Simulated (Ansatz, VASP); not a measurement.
AlBN: VASP beside Ansatz

File INCAR:

```
SYSTEM = AlBN
PREC = Accurate ; ENCUT = 520
EDIFF = 1E-6 ; ISMEAR = 0
SIGMA = 0.1 ; LREAL = .False.
LASPH = .True. ; NELM = 100
ALGO = Normal ; ISIF = 2
LWAVE = .False. ; LCHARG = .False.
GGA = PE ; NBANDS = 12
```

File KPOINTS:

```
Automatic mesh
0
Gamma
  6 6 4
  0 0 0
```

POSCAR

```
AlBN
1.0
    2.8010117500      0.0000000000      0.0000000000
    0.0000000000      2.8010117500      0.0000000000
    0.0000000000      0.0000000000      4.3372985600
Al B N
1 1 1
Direct
    0.0000000000      0.0000000000      0.0000000000
    0.5000000000      0.5000000000      0.0000000000
    0.5000000000      0.5000000000      0.5000000000
```

Input for Ansatz:

```yaml
crystal:
  lattice:
    - [2.80101175, 0.0, 0.0]
    - [0.0, 2.80101175, 0.0]
    - [0.0, 0.0, 4.33729856]
  atoms:
    - { symbol: Al, position: [0.0, 0.0, 0.0] }
    - { symbol: B, position: [0.5, 0.5, 0.0] }
    - { symbol: "N", position: [0.5, 0.5, 0.5] }
basis:
  ecutwfc: 420
kpoints:
  mp_grid: { grid: [6, 6, 4] }
hamiltonian:
  xc: pbe
scf:
  occupations: { method: gaussian, width: 0.1 }
  lower_state_search: "off"
output:
  forces: true
  stress: true
  eigenvalues: true
```

Alike in both runs: task single point; functional PBE; k mesh 6 × 6 × 4; occupations gaussian, width 0.1 eV; no spin polarisation.

|  | VASP | Ansatz |
| --- | --- | --- |
| version | VASP 6.6.1 | Ansatz 0.2.0 |
| potentials or method | VASP PAW PBE potentials, release 64 (Al, B, N) | scalar-relativistic, plane waves, PAW |
| plane-wave cutoff (eV) | 520 | 420 |
| valence electrons in the cell | 11 | 11 |

|  | VASP | Ansatz | Ansatz less VASP |
| --- | --- | --- | --- |
| gap on the k mesh at the Fermi level (eV) | none | none | - |
| pressure (GPa) | 8.5 | 8.6 | +0.07 |
| largest component of the traceless stress (GPa) | 49.12 | 49.17 | +0.045 |

A gap of «none» marks a metal or a gap that the smearing closes.

Caveats: the k mesh is coarse (spacing up to 0.37 Å⁻¹), so the values aren't converged.
